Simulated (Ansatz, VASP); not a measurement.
## LiH (rock-salt LiH, size series): VASP beside Ansatz

Aim: how closely do two programs agree when they are given the same cell, functional and k mesh? The cell is taken from a series of runs on this material, whose earlier steps may have relaxed, scaled, displaced or heated it; both programs get it as it stands.

Method: plane waves, with VASP 6.6.1 beside it; single point at PBE, in Ansatz 0.2.0.

### 1. Starting point

The cell holds 216 atoms: 108 Li and 108 H. Cell: a = 12.081 Å, b = 12.081 Å, c = 12.081 Å, α = 90.0°, β = 90.0°, γ = 90.0°. It derives from LiH (rock-salt), repeated 3×3×3. As first built, before any earlier steps moved the atoms (in the runner's words): rock-salt LiH (a = 4.083 A), 3 x 3 x 3 conventional cells; ideal positions.

### 2. Ansatz: single point, PBE

Ansatz runs on its default PAW (the set named soft_2) files.

A single point gives forces, pressure and levels at one fixed geometry, so differences don't come from the geometry; what else differs is listed under the comparison.

Contents of input.yaml:

```yaml
crystal:
  lattice:
    - [12.08089, 0.0, 0.0]
    - [0.0, 12.08089, 0.0]
    - [0.0, 0.0, 12.08089]
  atoms:
    - { symbol: Li, position: [0.0, 1.0, 0.0] }
    - { symbol: H, position: [0.16667, 1.0, 0.0] }
    - { symbol: Li, position: [0.0, 0.16667, 0.16667] }
    - { symbol: H, position: [0.16667, 0.16667, 0.16667] }
    - { symbol: Li, position: [0.16667, 1.0, 0.16667] }
    - { symbol: H, position: [1.0, 1.0, 0.16667] }
    - { symbol: Li, position: [0.16667, 0.16667, 0.0] }
    - { symbol: H, position: [1.0, 0.16667, 1.0] }
    - { symbol: Li, position: [0.0, 1.0, 0.33333] }
    - { symbol: H, position: [0.16667, 0.0, 0.33333] }
    - { symbol: Li, position: [0.0, 0.16667, 0.5] }
    - { symbol: H, position: [0.16667, 0.16667, 0.5] }
    - { symbol: Li, position: [0.16667, 1.0, 0.5] }
    - { symbol: H, position: [1.0, 1.0, 0.5] }
    - { symbol: Li, position: [0.16667, 0.16667, 0.33333] }
    - { symbol: H, position: [1.0, 0.16667, 0.33333] }
    - { symbol: Li, position: [0.0, 1.0, 0.66667] }
    - { symbol: H, position: [0.16667, 1.0, 0.66667] }
    - { symbol: Li, position: [0.0, 0.16667, 0.83333] }
    - { symbol: H, position: [0.16667, 0.16667, 0.83333] }
    - { symbol: Li, position: [0.16667, 1.0, 0.83333] }
    - { symbol: H, position: [1.0, 0.0, 0.83333] }
    - { symbol: Li, position: [0.16667, 0.16667, 0.66667] }
    - { symbol: H, position: [1.0, 0.16667, 0.66667] }
    - { symbol: Li, position: [0.0, 0.33333, 0.0] }
    - { symbol: H, position: [0.16667, 0.33333, 1.0] }
    - { symbol: Li, position: [0.0, 0.5, 0.16667] }
    - { symbol: H, position: [0.16667, 0.5, 0.16667] }
    - { symbol: Li, position: [0.16667, 0.33333, 0.16667] }
    - { symbol: H, position: [1.0, 0.33333, 0.16667] }
[... 180 atom lines left out ...]
    - { symbol: Li, position: [0.66667, 0.83333, 0.83333] }
    - { symbol: H, position: [0.83333, 0.83333, 0.83333] }
    - { symbol: Li, position: [0.83333, 0.66667, 0.83333] }
    - { symbol: H, position: [0.66667, 0.66667, 0.83333] }
    - { symbol: Li, position: [0.83333, 0.83333, 0.66667] }
    - { symbol: H, position: [0.66667, 0.83333, 0.66667] }
kpoints:
  mp_grid: { grid: [1, 1, 1] }
hamiltonian:
  xc: pbe
scf:
  occupations: { method: fixed }
output:
  forces: true
  stress: true
  populations: intrinsic
  dos:
    method: { smearing: { sigma: 0.1 } }
    de: 0.1
    projected: { site_lists: { H: [H], Li: [Li] } }
  eigenvalues: true
  write_density: true
  write_potential: true
  volumetric_format: npy
  elf: true
```

Command:

```console
$ ansatz run input.yaml --threads 4 --pin off --max-ram 8192MiB --backend cpu --events-out ev --progress --plain --runs-dir out
```

Output:

```text
Warning: the atoms were moved onto the symmetric positions of the space group found under crystal.symmetry.tolerance 1.0e-5 (fractional; no operation is sought that the atoms, as they stand in a round, miss by more than twice it, and no atom is moved by as much as it), and the run uses the moved positions. Before a round's move an operation carried an atom to 1.39e-4 Å from where it should land, the largest such dist [...]
[...]
--- intrinsic populations: 216 sites ---
  site symbol       q [e]
     0     Li      2.3993
     1      H      1.6007
     2     Li      2.3993
     3      H      1.6007
     4     Li      2.3993
     5      H      1.6007
     6     Li      2.3993
     7      H      1.6007
     8     Li      2.3993
     9      H      1.6007
    10     Li      2.3993
    11      H      1.6007
    12     Li      2.3993
    13      H      1.6007
    14     Li      2.3993
    15      H      1.6007
    16     Li      2.3993
    17      H      1.6007
    18     Li      2.3993
    19      H      1.6007
    20     Li      2.3993
    21      H      1.6007
    22     Li      2.3993
    23      H      1.6007
[...]
208     Li      2.3993
   209      H      1.6007
   210     Li      2.3993
   211      H      1.6007
   212     Li      2.3993
   213      H      1.6007
   214     Li      2.3993
   215      H      1.6007
  spilling = -0.000000 (of n_electrons = 432.000000)
```

### 3. VASP: single point, PBE

The same cell, functional and mesh now go to VASP, with its own data sets.

Lines of VASP's logs that name or quote its potential files are left out, and so is its time.

Contents of INCAR:

```
SYSTEM = LiH
PREC = Accurate
ENCUT = 750
EDIFF = 1E-06
NELM = 120
ISMEAR = 0
SIGMA = 0.01
LREAL = Auto
ALGO = Normal
GGA = PE
NBANDS = 367
LORBIT = 11
LWAVE = .FALSE.
LCHARG = .FALSE.
ISIF = 2
LASPH = .TRUE.
GGA_COMPAT = .FALSE.
EFERMI = MIDGAP
```

Contents of POSCAR:

```
LiH
1.0
   12.0808900000      0.0000000000      0.0000000000
    0.0000000000     12.0808900000      0.0000000000
    0.0000000000      0.0000000000     12.0808900000
Li H
108 108
Direct
    0.0000000000      0.0000000000      0.0000000000
    0.0000000000      0.1666700000      0.1666700000
    0.1666700000      0.0000000000      0.1666700000
    0.1666700000      0.1666700000      0.0000000000
    0.0000000000      0.0000000000      0.3333300000
    0.0000000000      0.1666700000      0.5000000000
    0.1666700000      0.0000000000      0.5000000000
    0.1666700000      0.1666700000      0.3333300000
    0.0000000000      0.0000000000      0.6666700000
    0.0000000000      0.1666700000      0.8333300000
    0.1666700000      0.0000000000      0.8333300000
    0.1666700000      0.1666700000      0.6666700000
    0.0000000000      0.3333300000      0.0000000000
    0.0000000000      0.5000000000      0.1666700000
    0.1666700000      0.3333300000      0.1666700000
    0.1666700000      0.5000000000      0.0000000000
    0.0000000000      0.3333300000      0.3333300000
    0.0000000000      0.5000000000      0.5000000000
    0.1666700000      0.3333300000      0.5000000000
    0.1666700000      0.5000000000      0.3333300000
    0.0000000000      0.3333300000      0.6666700000
    0.0000000000      0.5000000000      0.8333300000
    0.1666700000      0.3333300000      0.8333300000
    0.1666700000      0.5000000000      0.6666700000
    0.0000000000      0.6666700000      0.0000000000
    0.0000000000      0.8333300000      0.1666700000
    0.1666700000      0.6666700000      0.1666700000
    0.1666700000      0.8333300000      0.0000000000
    0.0000000000      0.6666700000      0.3333300000
    0.0000000000      0.8333300000      0.5000000000
[... 180 atom lines left out ...]
    0.6666700000      0.6666700000      0.5000000000
    0.6666700000      0.8333300000      0.3333300000
    0.8333300000      0.6666700000      0.6666700000
    0.8333300000      0.8333300000      0.8333300000
    0.6666700000      0.6666700000      0.8333300000
    0.6666700000      0.8333300000      0.6666700000
```

Contents of KPOINTS:

```
Automatic mesh
0
Gamma
1 1 1
0 0 0
```

The projector-augmented-wave data sets are Li_sv and H (PBE family, release 64).

Command:

```console
$ export OMP_NUM_THREADS=3
$ mpirun -np 1 vasp_gam
```

Output:

```text
[banner, memory and clock lines left out]
running    1 mpi-ranks, on    1 nodes
[...]
Offloading initialized ...    1 GPUs detected
[...]
LDA part: xc-table for (Slater+PW92), standard interpolation
 POSCAR, INCAR and KPOINTS ok, starting setup
[...]
entering main loop
       N       E                     dE             d eps       ncg     rms          rms(c)
DAV:   1     0.434195158615E+04    0.43420E+04   -0.23977E+05   750   0.165E+03
DAV:   2     0.119808630621E+03   -0.42221E+04   -0.36468E+04   790   0.451E+02
DAV:   3    -0.523885971934E+03   -0.64369E+03   -0.63199E+03  1116   0.131E+02
DAV:   4    -0.666980549344E+03   -0.14309E+03   -0.14141E+03  1276   0.562E+01
[...]
DAV:  14    -0.659276602416E+03   -0.93806E-04   -0.16291E-04  1012   0.149E-02    0.816E-03
DAV:  15    -0.659276609125E+03   -0.67085E-05   -0.77364E-05   964   0.744E-03    0.115E-02
DAV:  16    -0.659276609519E+03   -0.39368E-06   -0.72309E-07   476   0.211E-03
   1 F= -.65927661E+03 E0= -.65927661E+03  d E =0.000000E+00
```

Parts of OUTCAR (step 3):

```text
  FREE ENERGIE OF THE ION-ELECTRON SYSTEM (eV)
  ---------------------------------------------------
  free  energy   TOTEN  =      -659.2766095185 eV

  energy  without entropy=     -659.2766095185  energy(sigma->0) =     -659.27660952

[... 1 further part left out ...]
```

The run ends at a pressure of -0.32 GPa, with forces up to 5.3e-4 eV/Å.

### 4. Comparison

Known differences besides the potentials themselves: fixed occupations in Ansatz, narrow Gaussian smearing in VASP; Ansatz takes its cutoff from its data sets, VASP runs at 750 eV. Total energies have different zeros and are not compared.

The two programs side by side:

```
              quantity  Ansatz   VASP  difference
        pressure (GPa)   -0.03  -0.32       +0.29
gap on the k mesh (eV)   2.978  2.973      +0.005
```

A gap on the mesh is an upper bound, since the band edges may lie between its points.

### 5. Summary of results

| Quantity | Value |
| --- | --- |
| difference in gap on the k mesh (single point, PBE) | 0.0049 eV |

The difference in gap on the k mesh is 0.0049 eV (single point, PBE), within the 0.08 eV picked in this series as the mark of a large difference. How closely two codes agree says nothing of how well the functional describes the real material.

[Lines on the potential files, build, host, timing and source positions are cut from VASP's logs without a mark.]

[Logs are printed without paths, hosts, clocks, repeated set-up lines and the standing remarks that a program may print on its own settings, such as how far it seeks lower states.]

[Hosts, paths, dates, database ids (printed as entryN), source tags and the programs' standing remarks are cut or masked in the printed files.]
